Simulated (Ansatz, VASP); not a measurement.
# Cross-check of CrSO (2H-CrOS monolayer) between VASP and Ansatz

One calculation is typed for both programs; each brings its own data sets. How far apart do they land? The structure shown is the start of the Ansatz relaxation below; VASP solves that cell, so the two are compared at the walk's first step.

Program: Ansatz 0.2.0. Level of theory: plane waves, with VASP 6.6.1 beside it; single point at PBE with D3(BJ). Results are calculated unless marked as measured.

### Step 1. The starting structure

The cell holds 3 atoms: 1 S, 1 Cr and 1 O. Its edges and angles: a = 2.842 Å, b = 2.842 Å, c = 36.360 Å, α = 90.0°, β = 90.0°, γ = 120.0°. Vacuum lies along c.

### Step 2. Ansatz: relaxation, PBE with D3(BJ)

Ansatz runs on its default PAW (the set named soft_2) files.

The two programs are compared at the cell with which this relaxation starts, whose forces are those of its first step.

The input, input.yaml:

```yaml
crystal:
  lattice:
    - [2.841782, 0.0, 0.0]
    - [-1.420891, 2.461055404, 0.0]
    - [0.0, 0.0, 36.3599455673]
  atoms:
    - { symbol: S, position: [0.3333333333, 0.6666666667, 0.4634220359] }
    - { symbol: Cr, position: [0.0, 0.0, 0.5085729816] }
    - { symbol: O, position: [0.3333333333, 0.6666666667, 0.5365779641] }
  periodic: [true, true, false]
kpoints:
  mp_grid: { grid: [12, 12, 1] }
hamiltonian:
  xc: pbe
  dispersion: d3bj
scf:
  occupations: { method: fermi_dirac, width: 0.05 }
  convergence: { dr2_threshold: 1.0e-09 }
relax:
  f_tol: 0.004
  max_steps: 90
  cell: {}
output:
  write_potential: true
  write_density: true
  volumetric_format: npy
```

Run with:

```console
ansatz run input.yaml --threads 2 --pin off --max-ram 3072MiB --backend cpu --events-out ev --progress --plain --runs-dir out
```

Numbers of over 12 decimals in the logs are rounded to 6 here.

The program printed:

```text
Warning: relax.cell: scf.convergence.dr2_threshold = 1e-9 eV is looser than the 1.87179196188e-10 eV advised for a relaxation that steers and ends on the stress (1e-10 eV for each atom of the cell: 3, times the square of relax.cell.stress_2d_tol = 0.05 N/m over 12.7 Å (the atoms' height at the walk's start and 5 Å past either face), 3.949e-2 GPa, over a crystal's default 0.05). What an SCF threshold leaves in a stress goes as its square root, and in the free energy as the threshold itself, and one threshold admits the most on a small cell: [figures from the program's tests cut] Set scf.convergence.dr2_threshold to 1.87179196188e-10 eV or tighter. [rest of the remark cut]
Engine: ansatz 0.2.0, x86_64-unknown-linux-gnu
Pseudopotentials: kind: paw
Pseudopotential: S, paw, valence charge 6, recommended cutoff 420 eV (normal), S.paw.azcp
Pseudopotential: Cr, paw, valence charge 14, recommended cutoff 420 eV (normal), Cr.paw.azcp
Pseudopotential: O, paw, valence charge 6, recommended cutoff 420 eV (normal), O.paw.azcp
Functional definition: PBE
  parameter kappa = 0.804
  parameter beta = 0.066725
  exchange = pbe_x(kappa = kappa, mu = beta*pi^2/3)
  correlation = pbe_c(beta = beta)
Crystal: 3 atoms, lattice volume = 254.294 Å³
Basis set: ecut = 420 eV, 5017 PW (Γ), exchange–correlation on 40×40×500 points (8 copies of the dense FFT grid, shifted against one another)
Bands: 17, of which v1, the nominal top of the filled ones, is band 13 counted from 1 (12 counted from 0)
Symmetry: 6 space group operations
Space group: P3m1 (ITA 156), of the structure as read, at distance tolerance 6.3e-5 Å
k-points: 19 of 144 (time reversal used)
Non-local potential: S, projectors of the file, l = 0: 2, l = 1: 2, l = 2: 2
Non-local potential: Cr, projectors of the file, l = 0: 3, l = 1: 2, l = 2: 3, l = 3: 1
Non-local potential: O, projectors of the file, l = 0: 2, l = 1: 2, l = 2: 1
PAW form: soft (Blöchl's): semilocal exchange-correlation on the pseudo side does not see the compensation charge
PAW one-centre angular grid: S, 110 points (default); XC on 64 Gauss nodes
PAW one-centre angular grid: Cr, 590 points (default); XC on 64 Gauss nodes
PAW one-centre angular grid: O, 110 points (default); XC on 64 Gauss nodes
Initial density: superposition of atomic densities (neutral atoms: chi_scale 0, normalization atom), corrected by the library's trained network
Initial wavefunctions: pseudopotential atomic-orbital guess
Functional: x = pbe(κ = 0.804, μ = 0.219515), c = pbe(β = 0.066725)
SCF iter   1: F=—  HF=-4848.572370 eV  |F-HF|=—  |Δ(HF+E_count)|=         —  Δρ=6.04e-3  dr2=1.70e-1  ethr=1.77e-3  ⟨swp⟩=15.9  Hψ=3241  notcnv=0
preconditioner: auto → LDOS  [metal: Δε(μ)=0.045 eV  Ē_g=8.163 eV  σ=0.050 eV  W_gap=0.22  n_scr=20 (ndim 8)  ℏωp=9.9 eV  f_vac=0.827  D(μ)=0.97/eV (n_scr^D=8)  β→1.0]
SCF iter   2: F=—  HF=-4848.680848 eV  |F-HF|=—  |Δ(HF+E_count)|=   1.08e-1  Δρ=1.39e-2  dr2=1.84e0  ethr=6.54e-4  ⟨swp⟩=4.6  Hψ=940  notcnv=0  recentre
SCF iter   3: F=—  HF=-4848.564182 eV  |F-HF|=—  |Δ(HF+E_count)|=   1.17e-1  Δρ=4.41e-3  dr2=1.30e-1  ethr=6.54e-4  ⟨swp⟩=4.2  Hψ=761  notcnv=0
SCF iter   4: F=—  HF=-4848.556918 eV  |F-HF|=—  |Δ(HF+E_count)|=   7.26e-3  Δρ=7.71e-4  dr2=5.53e-4  ethr=4.99e-4  ⟨swp⟩=2.3  Hψ=562  notcnv=0
SCF iter   5: F=—  HF=-4848.557199 eV  |F-HF|=—  |Δ(HF+E_count)|=   2.82e-4  Δρ=3.17e-4  dr2=3.36e-4  ethr=2.13e-6  ⟨swp⟩=4.0  Hψ=826  notcnv=0
SCF iter   6: F=—  HF=-4848.557161 eV  |F-HF|=—  |Δ(HF+E_count)|=   3.83e-5  Δρ=8.93e-5  dr2=2.78e-5  ethr=1.29e-6  ⟨swp⟩=2.4  Hψ=490  notcnv=0
SCF iter   7: F=—  HF=-4848.557191 eV  |F-HF|=—  |Δ(HF+E_count)|=   3.01e-5  Δρ=4.19e-5  dr2=1.02e-5  ethr=1.07e-7  ⟨swp⟩=3.5  Hψ=738  notcnv=0
SCF iter   8: F=—  HF=-4848.557193 eV  |F-HF|=—  |Δ(HF+E_count)|=   1.63e-6  Δρ=1.62e-5  dr2=1.51e-6  ethr=3.92e-8  ⟨swp⟩=1.9  Hψ=413  notcnv=0
SCF iter   9: F=—  HF=-4848.557166 eV  |F-HF|=—  |Δ(HF+E_count)|=   2.70e-5  Δρ=2.18e-6  dr2=1.35e-8  ethr=5.82e-9  ⟨swp⟩=2.6  Hψ=529  notcnv=0
SCF iter  10: F=-4848.557166 eV  HF=-4848.557166 eV  |F-HF|=2.59e-8  |Δ(HF+E_count)|=   4.45e-8  Δρ=6.11e-7  dr2=4.60e-10  ethr=3.85e-12  ⟨swp⟩=11.3  Hψ=3176  notcnv=0
SCF 1 converged in 10 iterations: F = -4848.557166 eV  dr2 = 4.60e-10
  Residual-converged pass: ⟨swp⟩=1.1  Hψ=404  notcnv=0  max |occ|·‖R‖ = 7.1e-9 eV (tolerance 1.0e-8 eV)  dr2=4.60e-10  dr2_onsite=1.67e-10  max |Δocc| = 1.8e-13
[...]
Crystal: 3 atoms, lattice volume = 249.129 Å³
[...]
preconditioner: auto → LDOS  [insulator: Δε(μ)=0.265 eV  Ē_g=8.330 eV  σ=0.050 eV  W_gap=0.86  n_scr=20 (ndim 8)  ℏωp=10.0 eV  f_vac=0.829  D(μ)=0.09/eV (n_scr^D=2)  ε∞_Penn≈2.4  β→1.0]
[...]
SCF iter   6: F=—  HF=-4848.631880 eV  |F-HF|=—  |Δ(HF+E_count)|=   1.69e-8  Δρ=4.80e-7  dr2=1.07e-9  ethr=3.85e-12  ⟨swp⟩=11.2  Hψ=2963  notcnv=0
SCF iter   7: F=-4848.631880 eV  HF=-4848.631880 eV  |F-HF|=1.56e-10  |Δ(HF+E_count)|=   1.01e-8  Δρ=2.45e-7  dr2=1.75e-10  ethr=3.85e-12  ⟨swp⟩=10.8  Hψ=2209  notcnv=0
SCF 5 converged in 7 iterations: F = -4848.631880 eV  dr2 = 1.75e-10
relax step   5: F+E_penalty+E_count = -4848.63188018 eV  Δ(F+E_penalty+E_count) = +2.993e-5 eV  max|allowed force component| = 2.898e-3 eV/Å  Δτ_max = 0.0004 Å  P = +0.023 N/m  Ω = 249.129 Å³  energy of the carried Pulay correction = +1.737e-3 eV  fix = [c, alpha, beta]  reactions: c +0.000 N/m  (7 SCF iters, accepted)
Initial wavefunctions: pseudopotential atomic-orbital guess (no wavefunctions were taken with the density)
iter 1 solved again at ethr=8.56e-8 eV; its pass at ethr=3.10e-3 eV (dr2=2.23e-5 eV) is discarded
SCF iter   1: F=—  HF=-4848.630345 eV  |F-HF|=—  |Δ(HF+E_count)|=         —  Δρ=4.77e-5  dr2=9.21e-7  ethr=8.56e-8  ⟨swp⟩=6.5  Hψ=4921  notcnv=0
preconditioner: auto → LDOS  [insulator: Δε(μ)=0.266 eV  Ē_g=8.331 eV  σ=0.050 eV  W_gap=0.86  n_scr=20 (ndim 8)  ℏωp=10.0 eV  f_vac=0.829  D(μ)=0.09/eV (n_scr^D=2)  ε∞_Penn≈2.4  β→1.0]
SCF iter   2: F=—  HF=-4848.630363 eV  |F-HF|=—  |Δ(HF+E_count)|=   1.80e-5  Δρ=3.88e-5  dr2=3.99e-6  ethr=3.54e-9  ⟨swp⟩=3.7  Hψ=821  notcnv=0
SCF iter   3: F=—  HF=-4848.630362 eV  |F-HF|=—  |Δ(HF+E_count)|=   4.56e-7  Δρ=2.30e-5  dr2=2.09e-6  ethr=3.54e-9  ⟨swp⟩=3.2  Hψ=665  notcnv=0
SCF iter   4: F=—  HF=-4848.630362 eV  |F-HF|=—  |Δ(HF+E_count)|=   1.91e-7  Δρ=9.66e-6  dr2=2.68e-7  ethr=3.54e-9  ⟨swp⟩=2.2  Hψ=391  notcnv=0
SCF iter   5: F=—  HF=-4848.630362 eV  |F-HF|=—  |Δ(HF+E_count)|=   8.41e-8  Δρ=1.98e-6  dr2=9.72e-9  ethr=1.03e-9  ⟨swp⟩=2.6  Hψ=494  notcnv=0
SCF iter   6: F=—  HF=-4848.630362 eV  |F-HF|=—  |Δ(HF+E_count)|=   2.28e-8  Δρ=6.00e-7  dr2=2.90e-9  ethr=3.74e-11  ⟨swp⟩=2.9  Hψ=611  notcnv=0
SCF iter   7: F=-4848.630362 eV  HF=-4848.630362 eV  |F-HF|=6.69e-10  |Δ(HF+E_count)|=   4.91e-9  Δρ=2.10e-7  dr2=1.51e-10  ethr=3.85e-12  ⟨swp⟩=14.6  Hψ=2812  notcnv=0
SCF 6 converged in 7 iterations: F = -4848.630362 eV  dr2 = 1.51e-10
relax step   6: F+E_penalty+E_count = -4848.63036245 eV  Δ(F+E_penalty+E_count) = +1.518e-3 eV  max|allowed force component| = 2.703e-3 eV/Å  Δτ_max = 0.0000 Å  P = -0.022 N/m  Ω = 249.129 Å³  fix = [c, alpha, beta]  reactions: c -0.000 N/m  stress off target by 2.24e-2 N/m on what of the cell is left free  SCF on the basis re-selected at this cell (its energy is not comparable with the rows above)  (7 SCF iters)
basis re-selected at this cell: Δ(F+E_penalty+E_count) = +1.518e-3 eV, ΔP = -0.046 N/m vs the last step (what re-selecting the basis moved, of the pressure what is left beyond the Pulay correction that the steps carried, after the strain that the cell walked since its last selection, with what the two solves' SCF thresholds leave and, on support functions, any second-order correction that the steps lacked; it is no m [...]
WARN: The output density's exchange-correlation potential varies sharply where the density is thin. Do not read a vacuum level from v_tot or v_xc, or from such a field of the output density. On a cell that repeats whose density bears no net charge and no dipole along the vacuum's axis use v_es (v_loc + v_h of the components); under efield.dipole_correction with no amplitude use v_es + v_field, which holds any externa [...]
SCF converged after 7 iterations
Free energy (F): -4848.630362 eV
Harris-Foulkes:  -4848.630362 eV  (|F-HF|=6.69e-10)
Internal energy: -4848.629289 eV  (E = F + TS)
E sigma→0 (E₀):  -4848.629826 eV
Entropy (-TS):   -0.001073 eV (-0.358 meV/atom)
Fermi energy:    -5.707162 eV
--- Per-component energies (eV) ---
  E_band       = -681.173508
  E_kinetic    = 625.408175
  E_local      = -72752.764562  (includes V_loc(G=0)·N_el)
  E_nonlocal   = 153.648194
  E_hartree    = 35965.071383
  E_xc         = -311.330335
  E_vxc        = -360.844300  (∫ρ·V_xc dr)
  E_paw        = -1951.246739  (= ΣΔE_a)
  E_vpaw       = -276.766425  (= ΣTr[D̂ρ^β])
  E_aug_tail   = 0.002812  (compensation charges beyond the density's cutoff)
  E_ewald      = 33423.192167
  E_disp       = -0.610385  (pairwise vdW)
  E_smearing   = -0.001073  (= −TS)
  E_closure    = -0.000000  (closes the sum)
  Σ components = -4848.630362   (vs F -4848.630362, Δ=0.00e0)
--- Forces (eV/Å), atoms counted from 1 ---
  atom   1  S     -0.00000000    -0.00000000     0.00195767
  atom   2  Cr     0.00000000     0.00000000    -0.00270209
  atom   3  O      0.00000000    -0.00000000     0.00074783
  max |Σ_I F_I| component: 3.41e-6 eV/Å
--- 2D stress c σ (N/m, compression-positive) ---
       -0.022403       0.000000      -0.000000
        0.000000      -0.022403      -0.000000
       -0.000000      -0.000000      -0.000000
  P = ½ c Tr σ = -0.0224 N/m
--- Band table (eV; the first three rows and the last of 19) ---
  k-point 0: bands = [... 9 lower, -9.3511, -7.6027, -7.6027, -5.8256, -4.2636, -4.2636, -3.0873, -3.0873]
  k-point 1: bands = [... 9 lower, -9.2355, -7.8206, -7.7024, -5.9233, -4.3159, -4.2244, -3.5494, -3.1794]
  k-point 2: bands = [... 9 lower, -9.1683, -8.4202, -7.9023, -6.2587, -4.5397, -4.2610, -4.1160, -3.2820]
  k-point 18: bands = [... 9 lower, -10.5475, -9.9523, -8.5421, -6.8557, -5.5598, -4.2927, -4.0125, -3.1273]
  the weakly bound empty levels are not read free of the cell's end (no_gap_told)
--- Relaxed structure (5 steps of the walk, 5 accepted, 1 SCFs on fresh bases) ---
  F+E_penalty+E_count = -4848.63036245 eV   max|allowed force component| = 2.703e-3 eV/Å   (the final SCF, on the basis selected at the relaxed cell)
  cell:  # Å, volume = 249.1287 Å³
    - [2.812775, 0.0, 0]
    - [-1.406387, 2.435934, 0]
    - [0, 0, 36.3599455673]
  atoms:
    - { symbol: S, position: [0.333333, 0.666667, 0.464474] }
    - { symbol: Cr, position: [-1.4891296651370106e-18, -3.767459175761506e-17, 0.507353] }
    - { symbol: O, position: [0.333333, 0.666667, 0.536746] }
```

(Part 1 of 2 ends here.)

[Lines on the potential files, build, host, timing and source positions are cut from VASP's logs without a mark.]

[Logs are printed without paths, hosts, clocks, repeated set-up lines and the standing remarks that a program may print on its own settings, such as how far it seeks lower states.]

[Hosts, paths, dates, database ids (printed as entryN), source tags and the programs' standing remarks are cut or masked in the printed files.]
